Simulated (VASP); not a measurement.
H4CO: single point with LDA

The system is H4CO.

```
C O H
1.0
     7.38032    0.00000    0.00000
     0.00000    7.38032    0.00000
     0.00000    0.00000    7.38032
C O H
6 6 24
Cartesian
  3.1398 1.6396 6.1404
  6.9809 2.6462 5.4535
  5.6382 1.0321 2.1450
  0.3318 6.4054 4.4255
  6.2506 4.6659 1.7693
  1.5892 7.1026 1.0072
  4.1824 0.6493 6.3220
  6.5820 1.6558 6.4030
  6.9166 1.3953 1.6303
  -0.5556 6.6664 5.4927
  7.0017 3.8789 2.5713
  2.8459 6.5883 0.9130
  2.2344 1.1232 5.7920
  5.0398 1.0730 6.3575
  2.7977 2.1804 7.0325
  3.3582 2.4027 5.3505
  6.5369 3.5533 5.8963
  6.7736 0.7449 6.0892
  8.0808 2.7344 5.2789
  6.5648 2.4730 4.3964
  5.2542 1.8928 2.7108
  6.8214 1.5153 0.6793
  4.9335 0.6908 1.3835
  5.8141 0.1348 2.8777
  1.3664 6.4878 4.8009
  -1.4197 6.5841 5.0696
  0.0482 5.3200 4.0820
  0.2142 7.1367 3.6405
  6.6459 4.6046 0.7314
  7.1145 2.9831 2.1310
  5.1355 4.3974 1.7779
  6.3381 5.6618 2.0691
  0.8933 6.4231 1.5618
  3.3212 7.1284 0.2209
  1.5894 8.1442 1.4280
  1.0662 7.2145 -0.0007
```

The cell was built by a generator and needn't be a form met in nature.

- Program: VASP 6.6.1
- Task: single point
- Functional: LDA
- Potentials or basis: VASP PAW LDA potentials, release 64 (C, O, H)
- Cutoff: 520 eV
- k mesh: 1 × 1 × 1
- Occupations: fermi-dirac, width 0.05 eV
- Spin: no spin polarisation
- Dipole correction: no
- Further INCAR settings: LREAL = Auto; ALGO = Normal; EDIFF = 1e-07; NBANDS = 66

The pressure is 0.5 GPa and the largest force is 3.110 eV/Å. The band gap on the k mesh is 3.90 eV, direct.

Forces in eV/Å, atoms in the order of the input:
```
C    0.282 -0.366 -0.792
C   -0.592 -0.092 -0.709
C    1.061 -1.060  1.467
C    0.112 -2.270 -0.025
C   -1.660 -1.324 -1.870
C   -1.676  0.900 -0.468
O   -3.107 -0.092 -0.086
O    0.111  0.910  0.253
O   -0.515  0.015  1.556
O   -0.060  0.456  0.612
O    1.014 -1.246  1.340
O    1.394 -0.380 -0.538
H   -0.028 -0.364 -0.104
H    1.653  1.292  0.218
H    0.453 -0.012  0.537
H    0.282 -0.361  0.304
H    0.369  0.382 -0.494
H    0.655 -1.395 -0.698
H   -0.314  0.010  0.534
H    0.092  0.140  1.124
H   -0.382  0.007  0.140
H    0.069  0.287 -1.860
H   -0.219 -0.034 -0.285
H   -0.467  1.282 -0.924
H   -0.051 -0.293  0.016
H   -1.048 -0.027  0.255
H    1.106  1.553 -0.083
H   -0.071  0.447 -0.811
H   -0.387  0.226 -0.220
H   -0.002 -0.213  0.291
H    0.815  0.255 -0.162
H    0.137  2.171  0.610
H    0.522  0.372  0.131
H    0.332 -0.432  0.160
H   -0.191 -0.604  0.162
H    0.312 -0.143  0.422
```

Stress tensor (GPa, compression positive):
```
 0.97 -1.00  0.16
-1.00  0.00  0.53
 0.16  0.53  0.54
```

Levels at points of the mesh, in eV from the valence-band top:
| k point | band 39 | band 40 | band 41 | band 42 | band 43 | band 44 | band 45 | band 46 |
| --- | --- | --- | --- | --- | --- | --- | --- | --- |
| (0.00, 0.00, 0.00) | -1.16 | -0.99 | -0.39 | 0.00 | 3.90 | 5.10 | 5.59 | 5.85 |

Wall time 26 s on 1 thread of AMD EPYC 9R45 96-Core Processor (Zen 5), on a shared host, peak memory 0.27 GiB.

As with any semilocal functional, this LDA gap is likely too small.
